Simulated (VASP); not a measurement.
A run of VASP 6.6.1:

File INCAR:

```
SYSTEM = MgGa23N24
ALGO     = Normal         ! electronic algorithm
EDIFF    = 1E-6           ! SCF threshold, eV
EDIFFG   = -0.025         ! ionic threshold
ENCUT    = 450            ! plane-wave cutoff, eV
GGA      = PE             ! functional
IBRION   = 2              ! ionic algorithm
ICORELEVEL= 1            
ISIF     = 2              ! what is computed and relaxed
ISMEAR   = 0              ! smearing method
ISYM     = 0            
LASPH    = .TRUE.         ! aspherical terms in the spheres
LCHARG   = .FALSE.        ! write CHGCAR
LREAL    = Auto         
LUSENCCL = .FALSE.      
LWAVE    = .FALSE.        ! write WAVECAR
NELECT   = 422.0        
NELM     = 80             ! most SCF steps
NSW      = 70             ! ionic steps
PREC     = Normal         ! precision mode
SIGMA    = 0.01           ! smearing width, eV
```

Contents of KPOINTS:

```
k-points
0
Monkhorst
  2 2 2
  0 0 0
```

The input POSCAR:

```
MgGa23N24
1.0
   -3.2177240000     -5.5732640000      5.2440550000
    6.4354500000      0.0000000000      5.2440550000
   -3.2177260000      5.5732640000      5.2440550000
Mg Ga N
1 23 24
Direct
    0.8307609400      0.4981888800      0.6639381900
    0.6663953300      0.3330618300      0.9997288300
    0.9997286700      0.6663951700      0.3330621700
    0.6663953300      0.8330618300      0.4997288300
    0.9997286700      0.1663951700      0.8330621700
    0.1663953300      0.3330618300      0.4997288300
    0.4997286700      0.6663951700      0.8330621700
    0.8330620000      0.9997285000      0.1663955000
    0.3330620000      0.4997285000      0.1663955000
    0.3330620000      0.9997285000      0.6663955000
    0.1663953300      0.8330618300      0.9997288300
    0.4997286700      0.1663951700      0.3330621700
    0.6663953300      0.4997288300      0.3330618300
    0.4997286700      0.3330621700      0.6663951700
    0.8330620000      0.6663955000      0.9997285000
    0.4997286700      0.8330621700      0.1663951700
    0.8330620000      0.1663955000      0.4997285000
    0.9997286700      0.3330621700      0.1663951700
    0.3330620000      0.6663955000      0.4997285000
    0.6663953300      0.9997288300      0.8330618300
    0.1663953300      0.4997288300      0.8330618300
    0.1663953300      0.9997288300      0.3330618300
    0.9997286700      0.8330621700      0.6663951700
    0.3330620000      0.1663955000      0.9997285000
    0.6252713300      0.2919378300      0.4586048300
    0.4586046700      0.1252711700      0.7919381700
    0.7919380000      0.4586045000      0.1252715000
    0.4586046700      0.6252711700      0.2919381700
    0.7919380000      0.9586045000      0.6252715000
    0.9586046700      0.1252711700      0.2919381700
    0.2919380000      0.4586045000      0.6252715000
    0.6252713300      0.7919378300      0.9586048300
    0.1252713300      0.2919378300      0.9586048300
    0.1252713300      0.7919378300      0.4586048300
    0.9544845900      0.6314155100      0.7999088800
    0.2919380000      0.9586045000      0.1252715000
    0.7955126400      0.6305131900      0.4604734300
    0.6383494000      0.4467523100      0.7791209600
    0.9586046700      0.7919381700      0.1252711700
    0.6252713300      0.9586048300      0.2919378300
    0.9575316500      0.2772715100      0.6303111600
    0.1252713300      0.4586048300      0.2919378300
    0.4586046700      0.7919381700      0.6252711700
    0.7919380000      0.1252715000      0.9586045000
    0.2919380000      0.6252715000      0.9586045000
    0.2919380000      0.1252715000      0.4586045000
    0.1252713300      0.9586048300      0.7919378300
    0.4586046700      0.2919381700      0.1252711700
```

Potentials or basis: VASP PAW PBE potentials, release 64 (Mg, Ga_d, N).

Launch:

```sh
$ cat potpaw_PBE.64/Mg/POTCAR potpaw_PBE.64/Ga_d/POTCAR potpaw_PBE.64/N/POTCAR > POTCAR
$ mpirun -np 1 vasp_std > vasp.out
```

Hardware: 1 × NVIDIA H100 80GB with 1 thread of AMD EPYC 7R13 Processor (Zen 3) (shared host).

Problem. How long does it take, and how much memory?

Solution. It took 49 min on 1 × NVIDIA H100 80GB with 1 thread of AMD EPYC 7R13 Processor (Zen 3), on a shared host, peak memory 1.5 GiB. Counts: scf iterations 135, k points 4, ion steps 14.
